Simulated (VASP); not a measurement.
# How SCF solver and smearing change a VASP run on TaN, part 3 of 3

How sensitive are energy and pressure of TaN to the SCF solver and smearing? The series runs use LDA. The start is a computed cell from the Materials Project.

VASP 6.6.1; LDA; plane waves and PAW (Ta_pv, N).

Still holding for the runs below: The k-mesh is coarse for a metal.

So far. Step 15 (Smearing: ISMEAR = -1, SIGMA = 0.5): Against the run before the energy at zero width moves by -5.02 meV an atom and the pressure by +3.16 GPa, after 12 cycles in 3 s. The entropy term T·S comes to 365.40 meV an atom in size.

**16. Smearing: ISMEAR = 1, SIGMA = 0.01**

INCAR reads:

```
SYSTEM = TaN
PREC = Accurate
ENCUT = 520
EDIFF = 1E-06
NELM = 100
ISMEAR = 1
SIGMA = 0.01
LREAL = .FALSE.
ALGO = Normal
GGA = CA
NBANDS = 14
LORBIT = 11
LWAVE = .FALSE.
LCHARG = .FALSE.
KPAR = 2
ISIF = 2
```

POSCAR reads:

```
TaN
1.0
    0.0000000000      2.2113230000      2.2113230000
    2.2113230000      0.0000000000      2.2113230000
    2.2113230000      2.2113230000      0.0000000000
Ta N
1 1
Direct
    0.5000000000      0.5000000000      0.5000000000
    0.0000000000      0.0000000000      0.0000000000
```

KPOINTS reads:

```
Automatic mesh
0
Gamma
8 8 8
0 0 0
```

PAW data sets: Ta_pv and N (PBE family, release 64).

Started as:

```bash
$ mpirun -np 2 vasp_std
```

What it wrote:

```text
[... set-up lines as in an earlier step ...]
 entering main loop
       N       E                     dE             d eps       ncg     rms          rms(c)
DAV:   1     0.879110857653E+02    0.87911E+02   -0.87623E+03   820   0.120E+03
DAV:   2    -0.241075071622E+02   -0.11202E+03   -0.10498E+03  1016   0.315E+02
DAV:   3    -0.269841478412E+02   -0.28766E+01   -0.28403E+01   908   0.470E+01
DAV:   4    -0.269979585581E+02   -0.13811E-01   -0.13807E-01   956   0.341E+00
[...]
DAV:  10    -0.240888640360E+02    0.21376E-03   -0.72987E-04  1076   0.323E-01    0.116E-01
DAV:  11    -0.240888123513E+02    0.51685E-04   -0.76280E-05   974   0.914E-02    0.153E-02
DAV:  12    -0.240888128698E+02   -0.51857E-06   -0.43089E-06   950   0.174E-02
   1 F= -.24088813E+02 E0= -.24088789E+02  d E =-.715123E-04
```

Wall time 3 s (2 MPI ranks of AMD EPYC 9R45, shared host); peak memory 0.21 GiB; 4.9 s of CPU time.

OUTCAR, selected parts (step 16):

```text
  Total       -1.9772782     -1.9772782     -1.9772782      0.0000000      0.0000000      0.0000000
  in kB     -146.4845516   -146.4845516   -146.4845516      0.0000000      0.0000000      0.0000000
  external PRESSURE =    -146.4845516 kB  Pullay stress =       0.0000000 kB

  FREE ENERGIE OF THE ION-ELECTRON SYSTEM (eV)
  ---------------------------------------------------
  free  energy   TOTEN  =       -24.0888128698 eV

  energy  without entropy=      -24.0887413575  energy(sigma->0) =      -24.08878903

[... 3 parts as in an earlier step ...]

[... 1 further part left out ...]
[key lines of the parts left out:]
E-fermi :   8.9959
```

Against the first of the series the energy at zero width moves by +0.09 meV an atom while the pressure stays within 0.01 GPa, after 12 cycles in 3 s. The entropy term T·S comes to 0.04 meV an atom in size.

**17. Smearing: ISMEAR = 1, SIGMA = 0.05**

Changes to INCAR since step 16:

```diff
@@ -6,3 +6,3 @@
 ISMEAR = 1
-SIGMA = 0.01
+SIGMA = 0.05
 LREAL = .FALSE.
```

POSCAR is that of step 16.

KPOINTS is that of step 16.

Started as:

```bash
$ mpirun -np 2 vasp_std
```

What it wrote:

```text
[... set-up lines as in an earlier step ...]
 entering main loop
       N       E                     dE             d eps       ncg     rms          rms(c)
DAV:   1     0.879111626953E+02    0.87911E+02   -0.87623E+03   820   0.120E+03
DAV:   2    -0.241080897155E+02   -0.11202E+03   -0.10498E+03  1016   0.315E+02
DAV:   3    -0.269840826673E+02   -0.28760E+01   -0.28403E+01   908   0.470E+01
DAV:   4    -0.269978872156E+02   -0.13805E-01   -0.13754E-01   956   0.340E+00
[...]
DAV:  10    -0.240891396781E+02    0.22027E-03   -0.65715E-04  1070   0.306E-01    0.120E-01
DAV:  11    -0.240890988035E+02    0.40875E-04   -0.82791E-05   962   0.875E-02    0.153E-02
DAV:  12    -0.240890986003E+02    0.20322E-06   -0.38612E-06   938   0.182E-02
   1 F= -.24089099E+02 E0= -.24089037E+02  d E =-.183552E-03
```

The job ended after 3 s (2 MPI ranks; peak memory 0.21 GiB; 4.8 s of CPU time).

From OUTCAR (step 17):

```text
  Total       -1.9758900     -1.9758900     -1.9758900      0.0000000     -0.0000000     -0.0000000
  in kB     -146.3817015   -146.3817015   -146.3817015      0.0000000     -0.0000000     -0.0000000
  external PRESSURE =    -146.3817015 kB  Pullay stress =       0.0000000 kB

  FREE ENERGIE OF THE ION-ELECTRON SYSTEM (eV)
  ---------------------------------------------------
  free  energy   TOTEN  =       -24.0890986003 eV

  energy  without entropy=      -24.0889150486  energy(sigma->0) =      -24.08903742

[... 3 parts as in an earlier step ...]

[... 1 further part left out ...]
[key lines of the parts left out:]
E-fermi :   9.0072
```

Against the run before the energy at zero width moves by -0.12 meV an atom and the pressure by +0.01 GPa, after 12 cycles in 3 s. The entropy term T·S comes to 0.09 meV an atom in size.

**18. Smearing: ISMEAR = 1, SIGMA = 0.1**

Changes to INCAR since step 17:

```diff
@@ -6,3 +6,3 @@
 ISMEAR = 1
-SIGMA = 0.05
+SIGMA = 0.1
 LREAL = .FALSE.
```

POSCAR is that of step 17.

KPOINTS is that of step 17.

Started as:

```bash
$ mpirun -np 2 vasp_std
```

What it wrote:

```text
[... set-up lines as in an earlier step ...]
 entering main loop
       N       E                     dE             d eps       ncg     rms          rms(c)
DAV:   1     0.879104076935E+02    0.87910E+02   -0.87623E+03   820   0.120E+03
DAV:   2    -0.241092065640E+02   -0.11202E+03   -0.10503E+03  1016   0.315E+02
DAV:   3    -0.269841397199E+02   -0.28749E+01   -0.28435E+01   908   0.471E+01
DAV:   4    -0.269983060054E+02   -0.14166E-01   -0.14085E-01   956   0.342E+00
[...]
DAV:  10    -0.240892474920E+02    0.22366E-03   -0.72932E-04  1076   0.318E-01    0.121E-01
DAV:  11    -0.240892031611E+02    0.44331E-04   -0.94953E-05   956   0.920E-02    0.181E-02
DAV:  12    -0.240892026267E+02    0.53439E-06   -0.46420E-06   944   0.201E-02
   1 F= -.24089203E+02 E0= -.24089282E+02  d E =0.237560E-03
```

The job ended after 2.6 s (2 MPI ranks; peak memory 0.2 GiB).

OUTCAR, selected parts (step 18):

```text
  Total       -1.9775432     -1.9775432     -1.9775432      0.0000000      0.0000000      0.0000000
  in kB     -146.5041772   -146.5041772   -146.5041772      0.0000000      0.0000000      0.0000000
  external PRESSURE =    -146.5041772 kB  Pullay stress =       0.0000000 kB

 POSITION                                       TOTAL-FORCE (eV/Angst)
 -----------------------------------------------------------------------------------
      2.21132      2.21132      2.21132        -0.000000     -0.000000      0.000000
      0.00000      0.00000      0.00000         0.000000      0.000000      0.000000
 -----------------------------------------------------------------------------------
    total drift:                                0.000000     -0.000000     -0.000000

  FREE ENERGIE OF THE ION-ELECTRON SYSTEM (eV)
  ---------------------------------------------------
  free  energy   TOTEN  =       -24.0892026267 eV

  energy  without entropy=      -24.0894401865  energy(sigma->0) =      -24.08928181

[... 2 parts as in an earlier step ...]

[... 1 further part left out ...]
[key lines of the parts left out:]
E-fermi :   9.0270
```

Against the run before the energy at zero width moves by -0.12 meV an atom and the pressure by -0.01 GPa, after 12 cycles in 2.6 s. The entropy term T·S comes to 0.12 meV an atom in size.

**19. Smearing: ISMEAR = 1, SIGMA = 0.2**

Changes to INCAR since step 18:

```diff
@@ -6,3 +6,3 @@
 ISMEAR = 1
-SIGMA = 0.1
+SIGMA = 0.2
 LREAL = .FALSE.
```

POSCAR is that of step 18.

KPOINTS is that of step 18.

Started as:

```bash
$ mpirun -np 2 vasp_std
```

What it wrote:

```text
[... set-up lines as in an earlier step ...]
 entering main loop
       N       E                     dE             d eps       ncg     rms          rms(c)
DAV:   1     0.879079953943E+02    0.87908E+02   -0.87623E+03   820   0.120E+03
DAV:   2    -0.241118631883E+02   -0.11202E+03   -0.10508E+03  1016   0.315E+02
DAV:   3    -0.269861607417E+02   -0.28743E+01   -0.28459E+01   908   0.471E+01
DAV:   4    -0.270005333260E+02   -0.14373E-01   -0.14319E-01   956   0.343E+00
[...]
DAV:  10    -0.240872686446E+02    0.21729E-03   -0.55943E-04  1076   0.282E-01    0.119E-01
DAV:  11    -0.240872368433E+02    0.31801E-04   -0.68628E-05   920   0.761E-02    0.176E-02
DAV:  12    -0.240872364958E+02    0.34749E-06   -0.32307E-06   992   0.169E-02
   1 F= -.24087236E+02 E0= -.24088260E+02  d E =0.307155E-02
```

Run time: 2.6 s. Hardware: 2 MPI ranks; peak memory 0.2 GiB.

From OUTCAR (step 19):

```text
  Total       -1.9800355     -1.9800355     -1.9800355      0.0000000      0.0000000      0.0000000
  in kB     -146.6888194   -146.6888194   -146.6888194      0.0000000      0.0000000      0.0000000
  external PRESSURE =    -146.6888194 kB  Pullay stress =       0.0000000 kB

  FREE ENERGIE OF THE ION-ELECTRON SYSTEM (eV)
  ---------------------------------------------------
  free  energy   TOTEN  =       -24.0872364958 eV

  energy  without entropy=      -24.0903080418  energy(sigma->0) =      -24.08826034

[... 3 parts as in an earlier step ...]

[... 1 further part left out ...]
[key lines of the parts left out:]
E-fermi :   9.0752
```

Against the run before the energy at zero width moves by +0.51 meV an atom and the pressure by -0.02 GPa, after 12 cycles in 2.6 s. The entropy term T·S comes to 1.54 meV an atom in size.

**20. Smearing: ISMEAR = 1, SIGMA = 0.5**

Changes to INCAR since step 19:

```diff
@@ -6,3 +6,3 @@
 ISMEAR = 1
-SIGMA = 0.2
+SIGMA = 0.5
 LREAL = .FALSE.
```

POSCAR is that of step 19.

KPOINTS is that of step 19.

Started as:

```bash
$ mpirun -np 2 vasp_std
```

What it wrote:

```text
[... set-up lines as in an earlier step ...]
 entering main loop
       N       E                     dE             d eps       ncg     rms          rms(c)
DAV:   1     0.878933996449E+02    0.87893E+02   -0.87623E+03   820   0.120E+03
DAV:   2    -0.241196423495E+02   -0.11201E+03   -0.10511E+03  1016   0.315E+02
DAV:   3    -0.269929215549E+02   -0.28733E+01   -0.28422E+01   908   0.471E+01
DAV:   4    -0.270073103662E+02   -0.14389E-01   -0.14363E-01   956   0.343E+00
[...]
DAV:  10    -0.240908431503E+02    0.20155E-03   -0.49053E-04  1076   0.268E-01    0.120E-01
DAV:  11    -0.240908131977E+02    0.29953E-04   -0.64065E-05   926   0.737E-02    0.170E-02
DAV:  12    -0.240908129267E+02    0.27102E-06   -0.30429E-06   974   0.164E-02
   1 F= -.24090813E+02 E0= -.24085463E+02  d E =-.160502E-01
```

It took 2.8 s on 2 MPI ranks; peak memory 0.2 GiB; 4.6 s of CPU time.

Parts of OUTCAR (step 20):

```text
  Total       -1.9528610     -1.9528610     -1.9528610     -0.0000000     -0.0000000      0.0000000
  in kB     -144.6756285   -144.6756285   -144.6756285     -0.0000000     -0.0000000      0.0000000
  external PRESSURE =    -144.6756285 kB  Pullay stress =       0.0000000 kB

  FREE ENERGIE OF THE ION-ELECTRON SYSTEM (eV)
  ---------------------------------------------------
  free  energy   TOTEN  =       -24.0908129267 eV

  energy  without entropy=      -24.0747627569  energy(sigma->0) =      -24.08546287

[... 3 parts as in an earlier step ...]

[... 1 further part left out ...]
[key lines of the parts left out:]
E-fermi :   9.0411
```

Against the run before the energy at zero width moves by +1.40 meV an atom and the pressure by +0.20 GPa, after 12 cycles in 2.8 s. The entropy term T·S comes to 8.03 meV an atom in size.

**21. Smearing: ISMEAR = -5**

Changes to INCAR since step 20:

```diff
@@ -5,4 +5,4 @@
 NELM = 100
-ISMEAR = 1
-SIGMA = 0.5
+ISMEAR = -5
+SIGMA = 0.05
 LREAL = .FALSE.
```

POSCAR is that of step 20.

KPOINTS is that of step 20.

Started as:

```bash
$ mpirun -np 2 vasp_std
```

What it wrote:

```text
[... set-up lines as in an earlier step ...]
 entering main loop
       N       E                     dE             d eps       ncg     rms          rms(c)
DAV:   1     0.878367800508E+02    0.87837E+02   -0.87623E+03   820   0.120E+03
DAV:   2    -0.241252972248E+02   -0.11196E+03   -0.10485E+03  1016   0.315E+02
DAV:   3    -0.270046364067E+02   -0.28793E+01   -0.28504E+01   908   0.471E+01
DAV:   4    -0.270189383451E+02   -0.14302E-01   -0.14475E-01   956   0.344E+00
[...]
DAV:  17    -0.241118731806E+02   -0.42463E-05   -0.13294E-07   430   0.358E-03    0.699E-04
DAV:  18    -0.241118769049E+02   -0.37243E-05   -0.23122E-08   406   0.153E-03    0.262E-04
DAV:  19    -0.241118771523E+02   -0.24738E-06   -0.43789E-09   406   0.657E-04
   1 F= -.24111877E+02 E0= -.24111877E+02  d E =0.000000E+00
 -----------------------------------------------------------------------------
|                                                                             |
|           W    W    AA    RRRRR   N    N  II  N    N   GGGG   !!!           |
|           W    W   A  A   R    R  NN   N  II  NN   N  G    G  !!!           |
|           W    W  A    A  R    R  N N  N  II  N N  N  G       !!!           |
|           W WW W  AAAAAA  RRRRR   N  N N  II  N  N N  G  GGG   !            |
|           WW  WW  A    A  R   R   N   NN  II  N   NN  G    G                |
|           W    W  A    A  R    R  N    N  II  N    N   GGGG   !!!           |
|                                                                             |
|     Tetrahedron method does not include variations of the Fermi             |
|     occupations, so forces and stress will be inaccurate. We suggest        |
|     using a different smearing scheme ISMEAR = 1 or 2 for metals in         |
|     relaxations.                                                            |
|                                                                             |
 -----------------------------------------------------------------------------
```

The job ended after 3.6 s (2 MPI ranks; peak memory 0.21 GiB).

Parts of OUTCAR (step 21):

```text
  Total       -2.0000183     -2.0000183     -2.0000183      0.0000000     -0.0000000      0.0000000
  in kB     -148.1692267   -148.1692267   -148.1692267      0.0000000     -0.0000000      0.0000000
  external PRESSURE =    -148.1692267 kB  Pullay stress =       0.0000000 kB

  FREE ENERGIE OF THE ION-ELECTRON SYSTEM (eV)
  ---------------------------------------------------
  free  energy   TOTEN  =       -24.1118771523 eV

  energy  without entropy=      -24.1118771523  energy(sigma->0) =      -24.11187715

[... 3 parts as in an earlier step ...]

[... 1 further part left out ...]
[key lines of the parts left out:]
E-fermi :   8.9585
```

With tetrahedra the forces and stress of a metal are not exact derivatives of the energy.

Against the first of the series the energy at zero width moves by -11.46 meV an atom and the pressure by -0.17 GPa, after 19 cycles in 3.6 s.

**22. The smearing series as a table**

This step: convergence of LDA results with the smearing; plane waves and PAW (VASP 6.6.1).

This step runs nothing: it gathers the runs above.

One cell and one 8×8×8 mesh. Free energy against width, by row:

| Fermi-Dirac width σ (eV) | free energy less that at the narrowest width (meV/atom) |
| --- | --- |
| 0.01 | 0 |
| 0.05 | -1.67 |
| 0.1 | -8.04 |
| 0.2 | -33.31 |
| 0.5 | -189 |

Differences are taken from the run with ISMEAR = -1, SIGMA = 0.01. Results of the series, by row:

| setting | status | energy less the reference (meV/atom) | pressure (GPa) | SCF cycles | wall time (s) |
| --- | --- | --- | --- | --- | --- |
| ISMEAR = -1, SIGMA = 0.01 | converged | 0 | -14.65 | 12 | 2.6 |
| ISMEAR = -1, SIGMA = 0.05 | converged | -0.00889 | -14.61 | 12 | 2.8 |
| ISMEAR = -1, SIGMA = 0.1 | converged | 0.6793 | -14.43 | 12 | 3.2 |
| ISMEAR = -1, SIGMA = 0.2 | converged | -1.412 | -13.96 | 12 | 3.2 |
| ISMEAR = -1, SIGMA = 0.5 | converged | -6.432 | -10.81 | 12 | 3 |
| ISMEAR = 1, SIGMA = 0.01 | converged | 0.08846 | -14.65 | 12 | 3 |
| ISMEAR = 1, SIGMA = 0.05 | converged | -0.03574 | -14.64 | 12 | 3 |
| ISMEAR = 1, SIGMA = 0.1 | converged | -0.1579 | -14.65 | 12 | 2.6 |
| ISMEAR = 1, SIGMA = 0.2 | converged | 0.3528 | -14.67 | 12 | 2.6 |
| ISMEAR = 1, SIGMA = 0.5 | converged | 1.752 | -14.47 | 12 | 2.8 |
| ISMEAR = -5 | converged | -11.46 | -14.82 | 19 | 3.6 |

**23. What came out**

```
fewest SCF cycles                          : ALGO = Normal (12)
most SCF cycles among converged runs       : IMIX = 1, AMIX = 0.2 (31)
spread of the pressure over the SCF solver : 0.0661 GPa
spread of the energy over the SCF solver   : 0.00136 meV/atom
spread of the pressure over the smearing   : 4.01 GPa
spread of the energy over the smearing     : 13.2 meV/atom
```

**Reading.** All SCF solvers that converged agree within 0.05 meV an atom. No setting beats the 2.8 s of ALGO = Normal by a fifth or more; the slowest converged run is IMIX = 1, AMIX = 0.2, at 5.4 s. On a shared host such times are rough. The usual rule keeps the entropy term T·S under 1 meV an atom, which holds up to a width of 0.01 eV for Fermi-Dirac and 0.1 eV for first-order Methfessel-Paxton. That rule is made for Methfessel-Paxton; with the other schemes the zero-width estimate is the energy to use. Farthest in energy from the narrowest smearing lies ISMEAR = -5 (-11.5 meV an atom, -0.17 GPa). On a fixed mesh a narrow width is not the exact answer for a metal: it samples the Fermi surface more noisily. Forces vanish by symmetry in this cell, so the series can't test them.

[Lines on the potential files, build, host, timing and source positions are cut from VASP's logs without a mark.]

[Logs are printed without paths, hosts, clocks, repeated set-up lines and the standing remarks that a program may print on its own settings, such as how far it seeks lower states.]

[Hosts, paths, dates, database ids (printed as entryN), source tags and the programs' standing remarks are cut or masked in the printed files.]

[A measured line is paired with the nearest computed mode of its activity, which favours agreement.]
